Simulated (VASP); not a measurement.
The system is TiCl2F.

```
Ti Cl F
1.0
    -3.55075    3.55075    3.27723
     3.55075   -3.55075    3.27723
     3.55075    3.55075   -3.27723
Ti Cl F
2 4 2
Direct
  0.75000 0.25000 0.50000
  0.25000 0.75000 0.50000
  0.32260 0.82260 0.14520
  0.82260 0.67740 0.50000
  0.67740 0.17740 0.85480
  0.17740 0.32260 0.50000
  0.25000 0.25000 0.00000
  0.75000 0.75000 0.00000
```

The cell was built by a generator and needn't be a form met in nature.

| Quantity | Value |
| --- | --- |
| Program | VASP 6.6.1 |
| Task | relaxation of cell and atoms |
| Functional | PBE |
| Potentials or basis | VASP PAW PBE potentials, release 64 (Ti_sv, Cl, F) |
| Cutoff | 520 eV |
| k mesh | 3 × 3 × 3 |
| Occupations | gaussian, width 0.15 eV |
| Spin | no spin polarisation |

At the start: pressure -6.9 GPa; volume 20.66 Å³/atom.

Problem. Where does the relaxation end?

Solution. Over 6 steps the energy falls by 88.4 meV/atom and the volume is 18.35 Å³/atom (-11.2 %); space group I4/mcm (No. 140, to 0.05 Å).

The path:
```
step  energy change (eV)  largest force (eV/Å)  pressure (GPa)  volume (Å³)
   1              0.0000                1.4311           -6.91       165.27
   2             -0.5311                0.4553            2.30       144.86
   3             -0.5693                0.0017            0.31       148.58
   4             -0.5691                0.0300            0.00       148.90
   5             -0.6190                0.0202           -0.15       148.45
   6             -0.7070                0.0458           -0.07       146.82
```

Final structure:
```
Ti Cl F
1.0
    -3.30948    3.30948    3.35114
     3.30948   -3.30948    3.35114
     3.30948    3.30948   -3.35114
Ti Cl F
2 4 2
Direct
  0.75000 0.25000 0.50000
  0.25000 0.75000 0.50000
  0.32920 0.82920 0.15840
  0.82920 0.67080 0.50000
  0.67080 0.17080 0.84160
  0.17080 0.32920 0.50000
  0.25000 0.25000 0.00000
  0.75000 0.75000 0.00000
```

Caveat: the k mesh is coarse (spacing up to 0.43 Å⁻¹), so the values aren't converged; the relaxation stopped at a loose force limit of 0.08 eV/Å, so its end isn't a converged minimum.
